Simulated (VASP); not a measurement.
Input:

```xyz
3
Lattice="0.0000 2.5607 2.5607 2.5607 0.0000 2.5607 2.5607 2.5607 0.0000" Properties=species:S:1:pos:R:3 pbc="T T T"
Si     1.2803     1.2803     1.2803
Si     3.8410     3.8410     3.8410
Ni     0.0000     0.0000     0.0000
```

Method: LDA (Ceperley-Alder, Perdew-Zunger), VASP's LDA PAW potentials (set 64) (plane waves; VASP). Settings: 500 eV cut-off, 10×10×10 Γ-centred mesh, first-order Methfessel-Paxton smearing of 0.10 eV, potentials Si Ni.

Energy and stress use the plane-wave basis of the starting cell.

### Question
The ions, cell shape and volume at an external pressure of 45.0 GPa are relaxed. Predict the relaxed structure.

### Answer

```xyz
3
Lattice="0.0000 2.5223 2.5223 2.5223 0.0000 2.5223 2.5223 2.5223 0.0000" Properties=species:S:1:pos:R:3 pbc="T T T"
Si     1.2612     1.2612     1.2612
Si     3.7835     3.7835     3.7835
Ni     5.0447     5.0447     5.0447
```
Space group Fm-3m (225), at a tolerance of 0.03 Å.

### Question
How do energy and volume change from the first to the last step?

### Answer
The energy (σ→0) changes by +115.3 meV/atom and the volume by -4.4 %, in 4 ionic steps.

The compound is NiSi2 in the fluorite structure. This run relaxes it under an external pressure of 45 GPa. Symmetry was kept, so distortions that lower it aren't found. The run is not spin-polarised, so no magnetic state was tried.
